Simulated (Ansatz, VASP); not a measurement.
# Two plane-wave programs on RuSe

Contents of INCAR:

```
SYSTEM = RuSe
ALGO     = Normal         ! electronic algorithm
EDIFF    = 1E-6           ! SCF threshold, eV
ENCUT    = 520            ! plane-wave cutoff, eV
GGA      = PE             ! functional
ISIF     = 2              ! what is computed and relaxed
ISMEAR   = 0              ! smearing method
ISPIN    = 2              ! spin polarisation
LASPH    = .TRUE.         ! aspherical terms in the spheres
LCHARG   = .FALSE.        ! write CHGCAR
LMAXMIX  = 4              ! l up to which the mixer works
LORBIT   = 11             ! projections on sites
LREAL    = .FALSE.        ! projectors in reciprocal space
LWAVE    = .FALSE.        ! write WAVECAR
MAGMOM   = -0.91 0        ! initial moments
NELM     = 100            ! most SCF steps
PREC     = Accurate       ! precision mode
SIGMA    = 0.05           ! smearing width, eV
```

File KPOINTS:

```
k-points
0
G
  6 6 6
  0 0 0
```

File POSCAR:

```
RuSe
1.0
    0.0000000000      2.9063344000      2.9063344000
    2.9063344000      0.0000000000      2.9063344000
    2.9063344000      2.9063344000      0.0000000000
Ru Se
1 1
Direct
    0.0000000000      0.0000000000      0.0000000000
    0.2500000000      0.2500000000      0.2500000000
```

File input.yaml:

```yaml
crystal:
  lattice:
    - [0.0, 2.9063344, 2.9063344]
    - [2.9063344, 0.0, 2.9063344]
    - [2.9063344, 2.9063344, 0.0]
  atoms:
    - { symbol: Ru, position: [0.0, 0.0, 0.0], spin: -0.91 }
    - { symbol: Se, position: [0.25, 0.25, 0.25] }
hamiltonian:
  xc: pbe
  pseudopotentials: { kind: paw }
magnetization:
  spin_polarized: true
kpoints:
  mp_grid: { grid: [6, 6, 6] }
scf:
  occupations: { method: gaussian, width: 0.05 }
output:
  forces: true
  stress: true
  eigenvalues: true
  write_density: true
  write_potential: true
  elf: true
  volumetric_format: npy
```

The cell comes from a database or a generator and needn't be the stable form of this composition.

Alike in both runs: task single point; functional PBE; k mesh 6 × 6 × 6; occupations gaussian, width 0.05 eV; collinear spin, random start.

```csv
,VASP,Ansatz
version,VASP 6.6.1,Ansatz 0.2.0
potentials or method,"VASP PAW PBE potentials, release 64 (Ru_pv, Se)",Ansatz PAW
plane-wave cutoff (eV),520,420
valence electrons in the cell,20,32
```

```tsv
	VASP	Ansatz	Ansatz less VASP
gap on the k mesh at the Fermi level (eV)	none	none	-
pressure (GPa)	-12.7	-12.7	-0.04
net moment per atom (μB)	0.00	0.00	0.000
```

A gap of «none» marks a metal or a gap that the smearing closes. The two sets of potentials don't hold the same shells in valence.

Caveats: the starting moments weren't kept (Ansatz).
